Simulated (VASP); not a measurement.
OSZICAR of a VASP run on GaAs (zinc blende):

File OSZICAR:
```
       N       E                     dE             d eps       ncg     rms          rms(c)
DAV:   1    -0.991213110044E+01   -0.99121E+01   -0.78182E-01   504   0.791E+00    0.244E+00
DAV:   2    -0.991526643144E+01   -0.31353E-02   -0.81301E-03   592   0.686E-01    0.160E+00
DAV:   3    -0.991343312852E+01    0.18333E-02   -0.11133E-03   600   0.201E-01    0.922E-01
DAV:   4    -0.991281294972E+01    0.62018E-03   -0.49243E-04   544   0.121E-01    0.519E-01
DAV:   5    -0.991260954190E+01    0.20341E-03   -0.12859E-04   576   0.673E-02    0.289E-01
DAV:   6    -0.991253885653E+01    0.70685E-04   -0.34086E-05   512   0.382E-02    0.159E-01
DAV:   7    -0.991251602000E+01    0.22837E-04   -0.10465E-05   296   0.225E-02    0.882E-02
DAV:   8    -0.991250824350E+01    0.77765E-05   -0.44343E-06   256   0.154E-02
   1 F= -.99125082E+01 E0= -.99125082E+01  d E =-.278956E-13
```

Task: Which electronic solver shows in the log?

Result: It is blocked Davidson (ALGO = Normal, or the opening steps of other solvers). The INCAR had ALGO = Normal.

Task: Can the final energy be trusted as converged?

Result: The run converged. It stopped with EDIFF = 1E-5, NELM = 50 (HSE06 screened hybrid (exact exchange on a k-mesh reduced by 2x2x2), plane waves, VASP's PBE PAW potentials (set 64)). Exact exchange is summed on a reduced mesh (NKRED).

The compound is GaAs in the zinc blende structure. It was relaxed first, which changed the volume by +6 %. The cell's shape comes from a PBE relaxation.
